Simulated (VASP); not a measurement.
VASP runs on ZnO (wurtzite) share one base input (PBE GGA, plane waves, VASP's PBE PAW potentials (set 64)) and change the settings named in each case.

**INCAR**
```
SYSTEM  =  ZnO
PREC  =  Accurate; ENCUT  =  520; LREAL  =  F
LASPH  =  T
EDIFF  =  1E-6; NELM  =  100; ALGO  =  Normal
LMAXMIX  =  4
ISMEAR  =  0; SIGMA  =  0.05
GGA  =  PE
ISIF  =  2
LWAVE  =  F; LCHARG  =  F
```

File KPOINTS:
```
Automatic mesh
0
Gamma
8 8 5
0 0 0
```

**POSCAR**
```
ZnO
1
    1.6250000000    -2.8145830000     0.0000000000
    1.6250000000     2.8145830000     0.0000000000
    0.0000000000     0.0000000000     5.2100000000
Zn O
2 2
Direct
  0.6666670000   0.3333330000   0.5000000000
  0.3333330000   0.6666670000   0.0000000000
  0.6666670000   0.3333330000   0.8820000000
  0.3333330000   0.6666670000   0.3820000000
```

POTCAR, in this order: Zn O (PBE.64 set). Program: vasp_std.

```
change                                                                              E(σ→0) (eV/atom)  pressure (GPa)
----------------------------------------------------------------------------------  ----------------  --------------
base run                                                                                     -4.4562            5.81
LDAU = .TRUE., LDAUJ = 0 0, LDAUL = 2 -1, LDAUTYPE = 2, LDAUU = 1.0 0                        -4.4405            4.43
LDAU = .TRUE., LDAUJ = 0 0, LDAUL = 2 -1, LDAUTYPE = 2, LDAUU = 2.0 0                        -4.4298            3.03
LDAU = .TRUE., LDAUJ = 0 0, LDAUL = 2 -1, LDAUTYPE = 2, LDAUU = 3.0 0                        -4.4242            1.52
LDAU = .TRUE., LDAUJ = 0 0, LDAUL = 2 -1, LDAUTYPE = 2, LDAUU = 4.0 0                        -4.4239           -0.11
LDAU = .TRUE., LDAUJ = 0 0, LDAUL = 2 -1, LDAUTYPE = 2, LDAUU = 5.0 0                        -4.4290           -1.87
LDAU = .TRUE., LDAUJ = 0 0, LDAUL = 2 -1, LDAUTYPE = 2, LDAUU = 6.0 0                        -4.4396           -3.73
LDAU = .TRUE., LDAUJ = 0 0, LDAUL = 2 -1, LDAUTYPE = 2, LDAUU = 8.0 0                        -4.4787           -7.87
LDAU = .TRUE., LDAUJ = 0 0, LDAUL = 2 -1, LDAUTYPE = 2, LDAUU = 5.0 0, LMAXMIX = 2           -4.4290           -1.86
```
 Energies of different potentials or functionals have different zeros.

Left out are runs that ran out of time, are held back, or changed the cell or the kind of run, fixed moments of cells without a moment, rows past the twelfth, gaps on odd meshes, pressures of charged cells and columns that move by less than the noise.

The compound is ZnO in the wurtzite structure. The cell was not relaxed at this level.
